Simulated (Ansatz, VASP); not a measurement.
# Cross-check of P between VASP and Ansatz, part 2 of 2

Wanted: the spread between two codes on one cell, functional and k mesh. The cell is taken from a series of runs on this material, whose earlier steps may have relaxed, scaled, displaced or heated it; both programs get it as it stands.

VASP 6.6.1 and Ansatz 0.2.0.

So far: Starting point; VASP: zone-centre phonons, PBE with D3(BJ).

### 3. Ansatz: zone-centre phonons, PBE with D3(BJ)

Level of this step: Ansatz beside VASP: Kohn-Sham DFT, plane waves, PBE with D3(BJ) (Ansatz).

Ansatz runs on its PAW soft_1 files.

The same cell, functional, mesh and smearing now go to Ansatz, which takes its cutoff from its data sets.

Contents of input.yaml:

```yaml
crystal:
  lattice:
    - [1.6592432746, -5.1830704523, 0.0]
    - [1.6592432746, 5.1830704523, 0.0]
    - [0.0, 0.0, 4.2674399141]
  atoms:
    - { symbol: P, position: [0.8957793563, 0.1042206437, 0.0757345496] }
    - { symbol: P, position: [0.6042206437, 0.3957793563, 0.5757345496] }
    - { symbol: P, position: [0.1042206437, 0.8957793563, 0.9242654504] }
    - { symbol: P, position: [0.3957793563, 0.6042206437, 0.4242654504] }
kpoints:
  mp_grid: { grid: [16, 16, 12] }
hamiltonian:
  xc: pbe
  dispersion: d3bj
  pseudopotentials: { kind: paw, azcp: { folder: soft_1 } }
scf:
  occupations: { method: methfessel_paxton, width: 0.2 }
output:
  eigenvalues: true
phonons:
  method: dfpt
```

Launch:

```
$ ansatz run input.yaml --threads 4 --pin off --max-ram 16384MiB --backend cpu --events-out ev --progress --plain --runs-dir out
```

Numbers of over 12 decimals in the logs are rounded to 6 here.

The program printed:

```text
zone centre: on kpoints.mp_grid the ground state, and the responses unless they are solved on pairs of k-points, stand on 826 of the mesh's 3072 k-points, reduced under 2 symmetry operations, with k and −k counted as one. Each operation leaves every solved displacement unchanged or reverses it
Engine: ansatz 0.2.0, x86_64-unknown-linux-gnu
Pseudopotentials: kind: paw
Pseudopotential: P, paw, valence charge 5, recommended cutoff 420 eV (normal), soft_1/P.paw.azcp
Functional definition: PBE
  parameter kappa = 0.804
  parameter beta = 0.066725
  exchange = pbe_x(kappa = kappa, mu = beta*pi^2/3)
  correlation = pbe_c(beta = beta)
Crystal: 4 atoms, lattice volume = 73.400 Å³
Basis set: ecut = 420 eV, 1419 PW (Γ), exchange–correlation on 80×80×60 points (8 copies of the dense FFT grid, shifted against one another)
Bands: 14, of which v1, the nominal top of the filled ones, is band 10 counted from 1 (9 counted from 0)
Symmetry: 8 space group operations
k-points: 826 of 3072 (irreducible under 2 space group operations, time reversal used)
Non-local potential: P, projectors of the file, l = 0: 2, l = 1: 2, l = 2: 1
PAW form: soft (Blöchl's): semilocal exchange-correlation on the pseudo side does not see the compensation charge
PAW one-centre angular grid: P, 110 points (default); XC on 64 Gauss nodes
Initial density: superposition of atomic densities (chi_scale 0.1, normalization cell)
Initial wavefunctions: pseudopotential atomic-orbital guess
Functional: x = pbe(κ = 0.804, μ = 0.219515), c = pbe(β = 0.066725)
SCF iter   1: F=—  HF=-3024.293920 eV  |F-HF|=—  |Δ(HF+E_count)|=         —  Δρ=3.91e-2  dr2=7.25e-1  ethr=3.10e-3  ⟨swp⟩=7.5  Hψ=193649  notcnv=0
automatic band count: the SCF goes on with 18 bands, as 14 were too few: they end inside the smearing window of the response
preconditioner: auto → Kerker (q_TF=auto, 2.197 Å⁻¹)  [metal: Δε(μ)=0.079 eV  Ē_g=10.662 eV  σ=0.200 eV  W_gap=0.31  n_scr=12 (ndim 8)  ℏωp=19.4 eV  f_vac=0.000  D(μ)=0.08/eV (n_scr^D=0)]
SCF iter   2: F=—  HF=-3024.201219 eV  |F-HF|=—  |Δ(HF+E_count)|=   9.27e-2  S|Δr|=    0.00e0  Δρ=2.35e-2  dr2=2.82e-1  ethr=3.10e-3  ⟨swp⟩=1.0  Hψ=21514  notcnv=0
SCF iter   3: F=—  HF=-3024.145882 eV  |F-HF|=—  |Δ(HF+E_count)|=   5.53e-2  S|Δr|=    0.00e0  Δρ=1.93e-3  dr2=1.91e-3  ethr=1.41e-3  ⟨swp⟩=1.7  Hψ=16275  notcnv=0
SCF iter   4: F=—  HF=-3024.148090 eV  |F-HF|=—  |Δ(HF+E_count)|=   2.21e-3  S|Δr|=    0.00e0  Δρ=6.55e-4  dr2=2.35e-4  ethr=9.54e-6  ⟨swp⟩=2.5  Hψ=21904  notcnv=0
SCF iter   5: F=—  HF=-3024.148354 eV  |F-HF|=—  |Δ(HF+E_count)|=   2.64e-4  S|Δr|=    0.00e0  Δρ=8.76e-5  dr2=6.86e-6  ethr=1.18e-6  ⟨swp⟩=2.3  Hψ=21268  notcnv=0
SCF iter   6: F=—  HF=-3024.148356 eV  |F-HF|=—  |Δ(HF+E_count)|=   1.65e-6  S|Δr|=    0.00e0  Δρ=1.82e-5  dr2=2.37e-7  ethr=3.43e-8  ⟨swp⟩=2.7  Hψ=22675  notcnv=0
SCF iter   7: F=—  HF=-3024.148356 eV  |F-HF|=—  |Δ(HF+E_count)|=   3.48e-8  S|Δr|=    0.00e0  Δρ=3.22e-6  dr2=6.69e-9  ethr=1.19e-9  ⟨swp⟩=2.7  Hψ=22275  notcnv=0  defer=12
SCF iter   8: F=—  HF=-3024.148356 eV  |F-HF|=—  |Δ(HF+E_count)|=   5.39e-9  S|Δr|=    0.00e0  Δρ=4.79e-7  dr2=1.60e-10  ethr=3.35e-11  ⟨swp⟩=2.4  Hψ=20672  notcnv=0  defer=12
SCF iter   9: F=-3024.148356 eV  HF=-3024.148356 eV  |F-HF|=0.00e0  |Δ(HF+E_count)|=  1.03e-10  S|Δr|=    0.00e0  Δρ=9.33e-8  dr2=7.32e-12  ethr=1.00e-12  ⟨swp⟩=14.3  Hψ=102728  notcnv=0
SCF 1 converged in 9 iterations: F = -3024.148356 eV  dr2 = 7.32e-12
  greatest PAW one-centre occupation: 0.809 electrons in one spin orbital (limit 2), on the P atom at site 3 (counted from 0), in its partial waves of l = 0
DFPT response loops at Γ: preconditioner auto → Kerker (q_TF=auto, 2.197 Å⁻¹) (partly filled bands, converged f_vac=0.000); β = 1.00, the filter's whole step (`scf.mixing.beta` (0.50) is not read by the response loops under this deck's `scf.mixing.preconditioner`; to damp them name `kerker` or `kerker_dos`, under which they read `scf.mixing.beta`, and type it under 1.00, their step now; both keys bind the ground state too); Broyden in place of MSR1
SCF converged after 9 iterations
Stability not checked: this state was not tested for a lower state beside it, because cold or Methfessel-Paxton smearing, or corrected tetrahedra, fill the levels in a way that the test cannot read (fill_not_monotonic; see scf.lower_state_search)
Free energy (F): -3024.148356 eV
Harris-Foulkes:  -3024.148356 eV  (|F-HF|=0.00e0)
Internal energy: -3024.149295 eV  (E = F + TS)
E sigma→0 (E₀):  -3024.148590 eV
Entropy (-TS):   0.000940 eV (0.235 meV/atom)
Fermi energy:    8.093674 eV
Step filling:    the computed levels leave a gap of 0.0035 eV = 0.0 smearing widths at the electron count; against every level under it full and every level over it empty, smearing changes F+E_penalty+E_count by +0.146 meV and its σ→0 estimate by -0.088 meV
--- Per-component energies (eV) ---
  E_band       = 25.604726
  E_kinetic    = 274.013184
  E_local      = -236.564891  (includes V_loc(G=0)·N_el)
  E_nonlocal   = 130.277676
  E_hartree    = 66.001785
  E_xc         = -290.990034
  E_vxc        = -243.353384  (∫ρ·V_xc dr)
  E_paw        = -2232.593434  (= ΣΔE_a)
  E_vpaw       = -30.771440  (= ΣTr[D̂ρ^β])
  E_aug_tail   = -0.000001  (compensation charges beyond the density's cutoff)
  E_ewald      = -732.766090
  E_disp       = -1.527490  (pairwise vdW)
  E_smearing   = 0.000940  (= −TS)
  E_closure    = -0.000000  (closes the sum)
  Σ components = -3024.148356   (vs F -3024.148356, Δ=0.00e0)
--- Band table (eV; the first three rows and the last of 826) ---
  k-point 0: bands = [... 6 lower, 4.0177, 5.1665, 5.4573, 6.6896, 8.9083, 9.2373, 9.9498, 11.2877, ... 4 higher]
  k-point 1: bands = [... 6 lower, 4.0500, 5.4540, 5.5884, 6.3981, 9.0412, 9.4642, 9.9087, 11.1513, ... 4 higher]
  k-point 2: bands = [... 6 lower, 4.1450, 5.4380, 5.7873, 6.3581, 9.2423, 9.7618, 10.0722, 10.8401, ... 4 higher]
  k-point 825: bands = [... 6 lower, 5.5365, 5.5365, 6.6350, 6.6350, 9.4020, 9.4020, 10.6521, 10.6521, ... 4 higher]
--- Phonons (Γ-DFPT): 3 representative perturbations + reference, on 826 of 3072 k-points (Σ response iterations 9) ---
  k mesh reduced under 2 symmetry operations, with k and −k counted as one. Each operation leaves every solved displacement unchanged or reverses it
  ASR residual: 2.059e-5 → 0.000e0 eV/Å²; symmetrization residual: 1.066e-6 eV/Å²
  pairwise dispersion correction: d3bj (s6 = 1.0, s8 = 0.7875, a1 = 0.4289, a2_bohr = 4.4407), with the weights of each atom's references fixed at the reference crystal's, and the forces and stress that the weights' published response gives there kept as a pressure on the atom's counted neighbours (hamiltonian.dispersion)
  ASR residual per site (eV/Å²): 2.06e-5 2.06e-5 2.06e-5 2.06e-5
  Γ frequencies (cm⁻¹): 0.00 0.00 0.00 98.22 182.92 218.84 355.67 407.60 415.02 421.98 448.54 462.16
  non-analytic LO–TO correction: not included (Born effective charges unavailable; polar crystals: no LO–TO splitting at Γ)
```

### 4. Differences

Known differences besides the potentials themselves: the cutoff is 420 eV in Ansatz and 500 eV in VASP; Ansatz takes the dispersion share of the force constants at frozen C6 weights, VASP differentiates the full forces; VASP uses finite displacements, Ansatz perturbation theory. Total energies have different zeros and are not compared.

Compared:

| quantity | Ansatz | VASP | difference |
| --- | --- | --- | --- |
| optical mode 1 (cm⁻¹) | 98.2 | 100.8 | -2.54 % |
| optical mode 2 (cm⁻¹) | 182.9 | 184.3 | -0.72 % |
| optical mode 3 (cm⁻¹) | 218.8 | 219.3 | -0.20 % |
| optical mode 4 (cm⁻¹) | 355.7 | 354.3 | +0.39 % |
| optical mode 5 (cm⁻¹) | 407.6 | 407.6 | -0.01 % |
| optical mode 6 (cm⁻¹) | 415.0 | 413.1 | +0.46 % |
| optical mode 7 (cm⁻¹) | 422.0 | 420.5 | +0.36 % |
| optical mode 8 (cm⁻¹) | 448.5 | 446.4 | +0.47 % |
| optical mode 9 (cm⁻¹) | 462.2 | 460.9 | +0.26 % |

Modes are paired by rising frequency, not by their patterns, so a pair may set unlike modes beside each other; they are those without the splitting of longitudinal modes.

### 5. Outcome

```yaml
r_m_s_difference_of_the_optical_zone_centre_modes_each_program_s_sorted_by_frequency_zone_centre_phonons_pbe_with_d3_bj: 1.6 cm⁻¹
difference_in_optical_mode_1_zone_centre_phonons_pbe_with_d3_bj: -2.5 %
```

What this shows: The r.m.s. difference of the optical zone-centre modes, each program's sorted by frequency is 1.6 cm⁻¹ (zone-centre phonons, PBE with D3(BJ)). Among the rows given in per cent, the largest difference of the zone-centre phonons, PBE with D3(BJ) pair is in optical mode 1, -2.5 %. Such differences can come from data sets, numerical settings and the points named under the comparisons, not from the functional's error against experiment.

[Lines on the potential files, build, host, timing and source positions are cut from VASP's logs without a mark.]

[Logs are printed without paths, hosts, clocks, repeated set-up lines and the standing remarks that a program may print on its own settings, such as how far it seeks lower states.]

[Hosts, paths, dates, database ids (printed as entryN), source tags and the programs' standing remarks are cut or masked in the printed files.]
